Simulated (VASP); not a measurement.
# Nb2SiO2 (I4/mmm) in VASP: single point with PBE

Aim: the single point of Nb2SiO2 with PBE.

All numbers are computed with VASP 6.6.1; they aren't measurements. Logs are shortened: lines on timing, memory, paths and dates and some standing lists are left out, and cuts for length are marked.

### Step 1. The structure

Symmetry: I4/mmm, No. 139, tetragonal system. Conventional cell: a = 3.451 Å, b = 3.451 Å, c = 10.737 Å, α = 90.00°, β = 90.00°, γ = 90.00°. Around Nb (site symmetry 4mm) lie 4 O at 2.13 Å. Si (site symmetry 4/mmm) is surrounded by 8 Nb at 2.83 Å and 8 O at 3.19 Å. O (site symmetry -4m2) has 4 Nb at 2.13 Å and 4 O at 2.44 Å as nearest neighbours.

The cell was built by a generator and needn't be a form met in nature.

### Step 2. Single point, PBE

Input file INCAR:

```
SYSTEM = Nb2SiO2
PREC = Normal
ENCUT = 520
EDIFF = 1E-5
ISMEAR = 0
SIGMA = 0.15
LREAL = Auto
LASPH = .TRUE.
NELM = 80
ALGO = Fast
ISIF = 2
LWAVE = .FALSE.
LCHARG = .FALSE.
GGA = PE
KPAR = 4
```

Input file KPOINTS:

```
regular mesh
0
G
  5 5 5
  0 0 0
```

Input file POSCAR:

```
Nb2SiO2
1.0
   -1.7254900000      1.7254900000      5.3683200000
    3.4509800000     -3.4509800000     10.7366400000
    1.7254900000      1.7254900000     -5.3683200000
Nb Si O
4 2 4
Direct
    0.3662700000      0.1831350000      0.0000000000
    0.3662700000      0.6831350000      0.0000000000
    0.6337300000      0.3168650000      0.0000000000
    0.6337300000      0.8168650000      0.0000000000
    0.0000000000      0.0000000000      0.0000000000
    0.0000000000      0.5000000000      0.0000000000
    0.7500000000      0.1250000000      0.5000000000
    0.7500000000      0.6250000000      0.5000000000
    0.2500000000      0.3750000000      0.5000000000
    0.2500000000      0.8750000000      0.5000000000
```

Potentials or basis: VASP PAW PBE potentials, release 64 (Nb_sv, Si, O).

Launch:

```bash
$ cat potpaw_PBE.64/Nb_sv/POTCAR potpaw_PBE.64/Si/POTCAR potpaw_PBE.64/O/POTCAR > POTCAR
$ mpirun -np 4 vasp_std > vasp.out
```

OUTCAR:

```text
SYSTEM = Nb2SiO2
   PREC = Normal
   ENCUT = 520
   EDIFF = 1E-5
   ISMEAR = 0
   LREAL = Auto
   LASPH = .TRUE.
   NELM = 80
   ISIF = 2
   GGA = PE

 ion  position               nearest neighbor table
   1  0.366  0.183  0.000-  10 2.13   7 2.13   7 2.13   9 2.13   5 2.83   5 2.83   6 2.83   6 2.83
                             3 2.87
   2  0.366  0.683  0.000-   9 2.13   8 2.13   8 2.13  10 2.13   6 2.83   6 2.83   5 2.83   5 2.83
                             4 2.87
   3  0.634  0.317  0.000-   9 2.13   8 2.13   7 2.13   9 2.13   5 2.83   6 2.83   6 2.83   5 2.83
                             1 2.87
   4  0.634  0.817  0.000-  10 2.13   7 2.13   8 2.13  10 2.13   6 2.83   5 2.83   5 2.83   6 2.83
                             2 2.87
   5  0.000  0.000  0.000-   3 2.83   4 2.83   1 2.83   2 2.83   3 2.83   4 2.83   1 2.83   2 2.83

   6  0.000  0.500  0.000-   4 2.83   3 2.83   2 2.83   1 2.83   4 2.83   3 2.83   2 2.83   1 2.83

   7  0.750  0.125  0.500-   1 2.13   4 2.13   1 2.13   3 2.13
   8  0.750  0.625  0.500-   2 2.13   3 2.13   2 2.13   4 2.13
   9  0.250  0.375  0.500-   2 2.13   3 2.13   1 2.13   3 2.13
  10  0.250  0.875  0.500-   1 2.13   4 2.13   2 2.13   4 2.13

  LATTYP: Found a base centered monoclinic cell.
 ALAT       =    11.2776194939
 B/A-ratio  =     0.3060025214
 C/A-ratio  =     0.6120050427
 COS(beta)  =    -0.3060025214

  Lattice vectors:

 A1 = (  -1.7254900000,   1.7254900000,   5.3683200000)
 A2 = (  -1.7254900000,  -1.7254900000,   5.3683200000)
 A3 = (   6.9019600000,   0.0000000000,   0.0000000000)

Analysis of symmetry for initial positions (statically):
=====================================================================
 Subroutine PRICEL returns following result:

  LATTYP: Found a body centered tetragonal cell.
 ALAT       =     3.4509800000
 C/A-ratio  =     3.1111858081

  Lattice vectors:

 A1 = (  -1.7254900000,   1.7254900000,   5.3683200000)
 A2 = (   1.7254900000,  -1.7254900000,   5.3683200000)
 A3 = (   1.7254900000,   1.7254900000,  -5.3683200000)

   2 primitive cells build up your supercell.

 Routine SETGRP: Setting up the symmetry group for a
 base centered monoclinic supercell.

 Subroutine GETGRP returns: Found  4 space group operations
 (whereof  4 operations were pure point group operations)
 out of a pool of  4 trial point group operations.

The static configuration has the point symmetry C_2h.

Analysis of symmetry for dynamics (positions and initial velocities):
=====================================================================
 Subroutine PRICEL returns following result:

  LATTYP: Found a body centered tetragonal cell.
 ALAT       =     3.4509800000
 C/A-ratio  =     3.1111858081

  Lattice vectors:

 A1 = (  -1.7254900000,   1.7254900000,   5.3683200000)
 A2 = (   1.7254900000,  -1.7254900000,   5.3683200000)
 A3 = (   1.7254900000,   1.7254900000,  -5.3683200000)

   2 primitive cells build up your supercell.

 Routine SETGRP: Setting up the symmetry group for a
 base centered monoclinic supercell.

 Subroutine GETGRP returns: Found  4 space group operations
 (whereof  4 operations were pure point group operations)
 out of a pool of  4 trial point group operations.

The dynamic configuration has the point symmetry C_2h.

 Subroutine INISYM returns: Found  4 space group operations
 (whereof  4 operations are pure point group operations),
 and found     2 'primitive' translations

----------------------------------------------------------------------------------------

                                     Primitive cell

  volume of cell :      63.9327

  direct lattice vectors                    reciprocal lattice vectors
    -1.725490000  1.725490000  5.368320000     0.000000000  0.289772760  0.093139008
     1.725490000 -1.725490000  5.368320000     0.289772760  0.000000000  0.093139008
     1.725490000  1.725490000 -5.368320000     0.289772760  0.289772760  0.000000000

  length of vectors
     5.896905214  5.896905214  5.896905214     0.304373336  0.304373336  0.409800567

  position of ions in fractional coordinates (direct lattice)
     0.366270000  0.366270000  0.000000000
     0.633730000  0.633730000  0.000000000
     0.000000000  0.000000000  0.000000000
     0.750000000  0.250000000  0.500000000
     0.250000000  0.750000000  0.500000000

  ion indices of the primitive-cell ions
   primitive index   ion index
                 1           1
                 2           3
                 3           5
                 4           7
                 5           9

----------------------------------------------------------------------------------------

 KPOINTS: regular mesh

Automatic generation of k-mesh.
 Grid dimensions read from file:
 generate k-points for:    5    5    5

 Generating k-lattice:

  Cartesian coordinates                     Fractional coordinates (reciprocal lattice)
     0.000000000  0.057954552  0.018627802     0.200000000  0.000000000  0.000000000
     0.028977276  0.000000000  0.009313901     0.000000000  0.200000000  0.000000000
     0.057954552  0.057954552  0.000000000     0.000000000  0.000000000  0.200000000

  Length of vectors
     0.060874667  0.030437334  0.081960113

  Shift w.r.t. Gamma in fractional coordinates (k-lattice)
     0.000000000  0.000000000  0.000000000

 Subroutine IBZKPT returns following result:
 ===========================================

 Found     39 irreducible k-points:

 Following reciprocal coordinates:
            Coordinates               Weight
  0.000000  0.000000  0.000000      1.000000
  0.200000  0.000000  0.000000      4.000000
  0.400000  0.000000 -0.000000      4.000000
  0.000000  0.200000  0.000000      2.000000
  0.200000  0.200000  0.000000      4.000000
  0.400000  0.200000  0.000000      4.000000
[... 16 lines left out ...]
 -0.400000  0.400000  0.200000      4.000000
 -0.200000  0.400000  0.200000      2.000000
 [... further k-points ...]
   k-points           NKPTS =     39   k-points in BZ     NKDIM =     39   number of bands    NBANDS=     50
   number of dos      NEDOS =    301   number of ions     NIONS =     10
   total plane-waves  NPLWV =  90720
   dimension x,y,z NGX =    36 NGY =   70 NGZ =   36
   dimension x,y,z NGXF=    72 NGYF=  140 NGZF=   72
   ions per type =               4   2   4
   NGX,Y,Z   is equivalent  to a cutoff of  10.15,  9.87, 10.15 a.u.
   NGXF,Y,Z  is equivalent  to a cutoff of  20.30, 19.73, 20.30 a.u.
 SYSTEM =  Nb2SiO2
   PREC   = normal    normal or accurate (medium, high low for compatibility)
   ISTART =      0    job   : 0-new  1-cont  2-samecut
   ICHARG =      2    charge: 1-file 2-atom 10-const
   ISPIN  =      1    spin polarized calculation?
   LNONCOLLINEAR =      F non collinear calculations
   LSORBIT =      F    spin-orbit coupling
   LASPH  =      T    aspherical Exc in radial PAW
   ENCUT  =  520.0 eV  38.22 Ry    6.18 a.u.  10.96 21.93 10.96*2*pi/ulx,y,z
   NELM   =     80;   NELMIN=  2; NELMDL= -5     # of ELM steps
   EDIFF  = 0.1E-04   stopping-criterion for ELM
   LREAL  =      T    real-space projection
   EDIFFG = 0.1E-03   stopping-criterion for IOM
   NSW    =      0    number of steps for IOM
   IBRION =     -1    ionic relax: 0-MD 1-quasi-New 2-CG
   NFREE  =      0    steps in history (QN), initial steepest desc. (CG)
   ISIF   =      2    stress and relaxation
   ISYM   =      2    0-nonsym 1-usesym 2-fastsym
   POTIM  = 0.5000    time-step for ionic-motion
   TEBEG  =    0.0;   TEEND  =   0.0 temperature during run
   PSTRESS=    0.0 pullay stress
   NELECT =      84.0000    total number of electrons
   NUPDOWN=      -1.0000    fix difference up-down
   EMIN   =  10.00;   EMAX   =-10.00  energy-range for DOS
   EFERMI =   0.00;   METHOD = LEGACY
   ISMEAR =     0;   SIGMA  =   0.15  broadening in eV -4-tet -1-fermi 0-gaus
   EFERMI_NEDOS =   21; number of points for ismear=-14 and -15
   IALGO  =     68    algorithm
   IMIX   =      4    mixing-type and parameters
     AMIX     =   0.40;   BMIX     =  1.00
     AMIX_MAG =   1.60;   BMIX_MAG =  1.00
  volume/ion in A,a.u.               =      12.79        86.29
  Fermi-wavevector in a.u.,A,eV,Ry     =   1.423148  2.689360 27.556576  2.025351
  Thomas-Fermi vector in A             =   2.543777
   LORBIT       =      0    0 simple, 1 ext, 2 COOP (PROOUT), +10 PAW based schemes
   GGA     = PE    functional components
   LHFCALC =     F    Hartree Fock is set to
   AEXX    =    0.0000 exact exchange contribution
   IVDW    =     0    specifies the selected vdW correction
   LEPSILON=     F    determine dielectric tensor
   LRPA    =     F    only Hartree local field effects (RPA)
 non-spin polarized calculation
 RMM-DIIS sequential band-by-band and
 Gauss-broadening in eV      SIGMA  =   0.15
  energy-cutoff  :      520.00
  volume of cell :      127.87
 maximum number of plane-waves:      3478
   NGX = 21   NGY = 43   NGZ = 21

 number of electron      84.0000014 magnetization

 Free energy of the ion-electron system (eV)
  ---------------------------------------------------
  ext. energy  EPLUGINS =         0.00000000
  ---------------------------------------------------
  free energy    TOTEN  =       -86.19091881 eV

  energy without entropy =      -86.15792012  energy(sigma->0) =      -86.17441947

 E-fermi :  10.3962     XC(G=0): -12.1096

 val. band max:       10.3931204983   @ k =   0.0000   0.2000   0.0000
 cond. band min:      10.4202904942   @ k =   0.0000   0.0000   0.0000
 fundamental gap:      0.0271699959
 Fermi energy:        10.3962209654

 k-point     1 :       0.0000    0.0000    0.0000
  band No.  band energies     occupation
      1     -45.5476      2.00000
      2     -45.5219      2.00000
      3     -45.4745      2.00000
      4     -45.4740      2.00000
      5     -21.8862      2.00000
      6     -21.8654      2.00000
[... 42 lines left out ...]
     49      12.3016      0.00000
     50      12.3368      0.00000
[... 1217 lines left out ...]
     49      12.1524      0.00000
     50      13.2374      0.00000

 [... further k-points ...]
[... 5 lines left out ...]
  --------------------------------------------------------------------------------------
  -------------------------------------------------------------------------------------
  Total       -0.5172815      0.2386269      0.3202325      0.0000000      0.0000000     -0.0338799
  in kB       -6.4816307      2.9900378      4.0125711      0.0000000      0.0000000     -0.4245214
  external PRESSURE =       0.1736594 kB  Pullay stress =       0.0000000 kB

 VOLUME and BASIS-vectors are now :
 -----------------------------------------------------------------------------
  energy-cutoff  :      520.00
  volume of cell :      127.87
      direct lattice vectors                 reciprocal lattice vectors
    -1.725490000  1.725490000  5.368320000     0.000000000  0.289772760  0.093139008
     3.450980000 -3.450980000 10.736640000     0.144886380  0.000000000  0.046569504
     1.725490000  1.725490000 -5.368320000     0.289772760  0.289772760  0.000000000

 POSITION                                       TOTAL-FORCE (eV/Angst)
 -----------------------------------------------------------------------------------
      0.00000      0.00000      3.93251         0.002163      0.000000      0.031748
      1.72549     -1.72549      9.30083         0.002163     -0.000000      0.031748
      0.00000      0.00000      6.80413        -0.002163     -0.000000     -0.031748
      1.72549     -1.72549     12.17245        -0.002163     -0.000000     -0.031748
      0.00000      0.00000      0.00000        -0.000000      0.000000     -0.000000
      1.72549     -1.72549      5.36832        -0.000000      0.000000      0.000000
     -0.00000      1.72549      2.68416         0.003397      0.000000     -0.045216
      1.72549      0.00000      8.05248         0.003397      0.000000     -0.045216
      1.72549     -0.00000      2.68416        -0.003397     -0.000000      0.045216
      3.45098     -1.72549      8.05248        -0.003397     -0.000000      0.045216
 -----------------------------------------------------------------------------------
    total drift:                               -0.000000      0.000000      0.000000

  FREE ENERGIE OF THE ION-ELECTRON SYSTEM (eV)
  ---------------------------------------------------
  free  energy   TOTEN  =       -86.1909188129 eV

  energy  without entropy=      -86.1579201207  energy(sigma->0) =      -86.17441947
```

Wall time 7.3 min (4 MPI ranks of Intel Xeon Platinum 8488C (Sapphire Rapids), shared host); peak memory 0.39 GiB.

What came out:

```yaml
Free_energy: -86.1909 eV
Pressure: 0.0 GPa
Largest_force: 0.045 eV/Å
Band_gap_on_the_k_mesh: none (metal or under the smearing width)
```

Forces in eV/Å, atoms in the order of the input:
```
Nb   0.002  0.000  0.032
Nb   0.002  0.000  0.032
Nb  -0.002  0.000 -0.032
Nb  -0.002  0.000 -0.032
Si   0.000  0.000  0.000
Si   0.000  0.000  0.000
O    0.003  0.000 -0.045
O    0.003  0.000 -0.045
O   -0.003  0.000  0.045
O   -0.003  0.000  0.045
```

Caveat: the k mesh is coarse (spacing up to 0.51 Å⁻¹), so the values aren't converged.
